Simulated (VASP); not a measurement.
# Pressure and energy of WC (P-6m2) under even scaling of the cell by up to 6 % in volume, PBEsol

Squeezing a stiff crystal by a few per cent in volume takes more pressure than the tension needed to stretch it by the same amount, although both start from the same balanced state. The problem is to find how large this asymmetry is in tungsten carbide, and how pressure and energy are tied together. The answer matters for cutting tools and hard-metal parts, where carbide grains carry high contact loads and residual stresses.

The cell is scaled evenly at PBEsol level with a static lattice. Volume is counted from the minimum of the fitted energy curve, pressure is positive in compression, and energy is given per atom above the lowest point of the series. The pressure at 10.07 Å³ per atom is to be found from the other members.

## Set-up

A cell from a diffraction database, relaxed at this level and then scaled evenly, fractional positions kept. VASP 6.6.1, plane waves with PAW, PBEsol, cutoff 520 eV, k mesh 9×9×8, no spin polarisation, no spin-orbit coupling, static lattice. A Birch-Murnaghan fit to the energies has its minimum at 10.28 Å³ per atom.

Notes on method and selection:

- The pressure is that of a finite plane-wave basis, so it need not vanish exactly at the minimum of the energy.
- Only series whose fit has its minimum inside the range and an error under 0.5 meV per atom are shown.
- Runs that did not converge, have known faults or may not be shown are not listed, and runs on Ansatz's PAW sets soft_1 and soft_2 are kept to separate tables.

Columns:

- volume change (%): volume relative to the fitted equilibrium volume.
- pressure (GPa): pressure from the stress tensor (positive: compressed).
- energy (meV/atom): energy per atom above the lowest point of the series.

Input lines of one member:

```
PREC = Accurate
ENCUT = 520
EDIFF = 1E-06
NELM = 100
ISMEAR = 0
SIGMA = 0.05
LREAL = .FALSE.
ALGO = Normal
GGA = PS
NBANDS = 11
LORBIT = 11
KPAR = 2
ISIF = 2
```

Command (options for logging and memory left out): `mpirun -np 2 vasp_std`

## The series

| member | volume change (%) | pressure (GPa) | energy (meV/atom) |
| --- | --- | --- | --- |
| 9.66 Å³ | −6.03 | 30.14 | 55.3 |
| 9.87 Å³ | −4.03 | 19.00 | 23.7 |
| 10.07 Å³ | −2.03 | ? | ? |
| 10.28 Å³ | −0.03 | 0.05 | 0.0 |
| 10.48 Å³ | 1.97 | −8.03 | 5.1 |
| 10.69 Å³ | 3.97 | −15.30 | 20.0 |
| 10.90 Å³ | 5.97 | −21.83 | 43.8 |

Cells marked ? are withheld until the estimate has been made.

Least-squares fits to the members shown, with x = volume change (%); R² and errors in the fitted variable (y, or ln y where the fit is in ln y):

| y | members | fit | R² | rms residual | leave-one-out rms | the same for the mean of the others |
| --- | --- | --- | --- | --- | --- | --- |
| pressure (GPa) | 6 | y = −0.05243 − 4.309 x + 0.1130 x² | 1.00 | 0.092 | 0.26 | 22 |
| energy (meV/atom) | 6 | y = 0.3566 − 0.7077 x + 1.363 x² | 1.00 | 1.0 | 3.0 | 24 |

## The trend and its physics

The pressure falls from row to row as the cell grows, and ever more slowly. Between the two smallest cells the slope is (19.00 − 30.14) / 2.00 = −5.57 GPa per per cent of volume; between the two largest it is (−21.83 + 15.30) / 2.00 = −3.27 GPa per per cent. The crystal thus stiffens in compression and softens in expansion.

The usual explanation lies in the range of the forces. The repulsion between overlapping electron shells grows steeply as the W–C distance shrinks, while the attraction from bonding between W 5d and C 2p states varies more gently. In expansion the repulsion fades first, and the restoring force grows less than in proportion to the strain.

The bulk modulus is $B = -V\,\mathrm{d}P/\mathrm{d}V$, which at equilibrium is 100 times the fall in pressure per per cent of volume. The quadratic fit gives 4.309 × 100 = 431 GPa, a very stiff solid. This belongs to even scaling. Away from equilibrium the stress along c is larger in size than that in the plane, so a cell free to adjust its axial ratio would lower its energy and yield somewhat more easily.

The energy carries the same asymmetry: 55.3 meV per atom at −6.03 % against 43.8 at 5.97 %. It follows from the pressure through $P = -\mathrm{d}E/\mathrm{d}V$. From 1.97 to 3.97 % the mean tension is (8.03 + 15.30) / 2 = 11.67 GPa and the volume grows by a fraction (3.97 − 1.97) / 100 = 0.0200 of the equilibrium volume, or 0.0200 × 10.28 = 0.206 Å³ per atom. With 1 eV/Å³ = 160.2 GPa, the work is 1000 × 11.67 × 0.206 / 160.2 = 15.0 meV per atom. The energy column gives 20.0 − 5.1 = 14.9, so stress and energy agree well.

## Estimating the withheld member

Plain estimates from the members shown:

- 10.07 Å³, fit at x = −2.03: 9.16 GPa
- 10.07 Å³, straight-line interpolation between 9.87 Å³ and 10.28 Å³: w = (−2.03 − (−4.03)) / (−0.03 − (−4.03)) = 0.500, so 19.00 + 0.500 × (0.05 − 19.00) = 9.52 GPa

The straight line gives 9.52 GPa, which is too high because the pressure curve bends upwards and a chord lies above it. The quadratic fit, 9.16 GPa, includes the bend but not its change with volume; at the neighbouring 9.87 Å³ it gives −0.05243 + 4.309 × 4.03 + 0.1130 × 4.03 × 4.03 = 19.15 GPa, against 19.00.

A cubic through the two nearest members on each side includes that change. The volumes are spaced in steps of 2.00 %, so the Lagrange weights are −1/6, 2/3, 2/3 and −1/6 for 9.66, 9.87, 10.28 and 10.48 Å³:

(2/3) × (19.00 + 0.05) − (1/6) × (30.14 − 8.03) = 9.015, or 9.02 GPa.

The same route can be tried on three shown members, each left out in turn and found from four others. The size of a member's weight is the product of the distances from the target to the other three members, divided by the product of the distances from that member to the same three. In steps of 2.00 %, the weight of 10.69 Å³ is thus (2 × 1 × 3) / (4 × 1 × 1) = 1.5 in size when 10.28 Å³ is sought, and (3 × 1 × 2) / (4 × 2 × 1) = 0.75 when 10.48 Å³ is sought.

- 9.87 Å³: 0.4 × 30.14 + 2 × 0.05 − 2 × (−8.03) + 0.6 × (−15.30) = 19.04, against 19.00.
- 10.28 Å³: 0.1 × 19.00 + 2 × (−8.03) − 1.5 × (−15.30) + 0.4 × (−21.83) = 0.06, against 0.05.
- 10.48 Å³: −0.05 × 19.00 + 0.5 × 0.05 + 0.75 × (−15.30) − 0.2 × (−21.83) = −8.03, as shown.

The root-mean-square miss is 0.02 GPa, which is taken as the error. Composition and structure type stay the same along the series, so no further shift is called for.

**Committed estimate, 10.07 Å³: pressure = 9.02 ± 0.02 GPa.**

## Result

| member | volume change (%) | pressure (GPa) | energy (meV/atom) |
| --- | --- | --- | --- |
| 10.07 Å³ | −2.03 | 9.01 | 5.8 |

| member | estimate | pressure (GPa) | computed | estimate − computed | miss in error bars |
| --- | --- | --- | --- | --- | --- |
| 10.07 Å³ | committed | 9.02 | 9.01 | +0.01 | 0.5 |
| 10.07 Å³ | fit | 9.16 | 9.01 | +0.15 |  |
| 10.07 Å³ | interpolation | 9.52 | 9.01 | +0.51 |  |

The estimate of 9.02 GPa lies 0.01 GPa above the computed 9.01 GPa, inside its error bar of 0.02 GPa. It did better than the quadratic fit, which was 0.15 GPa too high, and the straight line, which was 0.51 GPa too high. Both errors have the expected sign: the chord ignores the bend of the pressure curve, and the quadratic keeps the bend constant.

With the row filled in, the change of the bend can be read directly. The steps in pressure from row to row shrink by 1.15 GPa at the compressed end, (30.14 − 19.00) − (19.00 − 9.01), but by only (15.30 − 8.03) − (21.83 − 15.30) = 0.74 GPa at the expanded end. This fits a repulsion that steepens quickly at short distance, though a smooth curve of this kind would follow from other force laws too.

The new pressure also agrees with the energies. Simpson's rule from −4.03 to −0.03 % gives a mean of (19.00 + 4 × 9.01 + 0.05) / 6 = 9.18 GPa, and the volume changes by a fraction (4.03 − 0.03) / 100 = 0.0400 of the equilibrium volume. The work is then 1000 × 9.18 × 0.0400 × 10.28 / 160.2 = 23.6 meV per atom, against 23.7 in the table.

## Where the trend breaks

Least-squares fits to the whole series, with x = volume change (%); R² and errors in the fitted variable (y, or ln y where the fit is in ln y):

| y | members | fit | R² | rms residual | leave-one-out rms | the same for the mean of the others |
| --- | --- | --- | --- | --- | --- | --- |
| pressure (GPa) | 7 | y = −0.09549 − 4.307 x + 0.1143 x² | 1.00 | 0.098 | 0.26 | 20 |
| energy (meV/atom) | 7 | y = −0.1025 − 0.6781 x + 1.377 x² | 1.00 | 1.1 | 2.9 | 23 |

Largest departures from the fit to the whole series:

| member | pressure (GPa) | fit | computed − fit | in rms residuals |
| --- | --- | --- | --- | --- |
| 9.87 Å³ | 19.00 | 19.12 | −0.12 | 1.2 |
| 10.07 Å³ | 9.01 | 9.12 | −0.11 | 1.1 |
| 9.66 Å³ | 30.14 | 30.03 | +0.11 | 1.1 |
| 10.48 Å³ | −8.03 | −8.14 | +0.11 | 1.1 |

None stands out: the four largest departures are all 0.11 or 0.12 GPa in size, close to the rms residual. Their signs follow a pattern, positive at 9.66 Å³, negative at 9.87 and 10.07 Å³ and positive again at 10.48 Å³, which is what a quadratic leaves behind when the curvature itself falls with volume. The cause is therefore the form of the fit and not a fault in any one cell.

## Summary

Within about 6 % of the equilibrium volume, evenly scaled WC stiffens in compression and softens in expansion. At about 6 % the pressure needed to compress it is 30.14 / 21.83 = 1.38 times the tension needed to expand it. For the withheld member, with two neighbours on each side, a cubic came within 0.01 GPa of the computed pressure, while the quadratic fit missed it by 0.15 GPa.

Between −2.03 and 1.97 %, a span of 2.03 + 1.97 = 4.00 %, the pressure falls by (9.01 + 8.03) / 4.00 = 4.26 GPa per per cent, which gives a bulk modulus of 100 × 4.26 = 426 GPa. This local value is preferable to the 431 GPa from the quadratic fit, whose slope is distorted by the missing cubic term. A pressure of 1 GPa thus reduces the volume by 1 / 4.26 = 0.23 %, and each cell length by about 0.08 %.

The static lattice leaves out the motion of the atoms. Zero-point and thermal motion would add an outward pressure and so enlarge the equilibrium volume slightly; in a solid this stiff the change is small.

[Logs are printed without paths, hosts, clocks, repeated set-up lines and the standing remarks that a program may print on its own settings, such as how far it seeks lower states.]

[On method and selection: Where rows or columns differ in functional or spin-orbit coupling, non-spherical gradient terms in the PAW spheres (LASPH) may be on in some and off in others.]
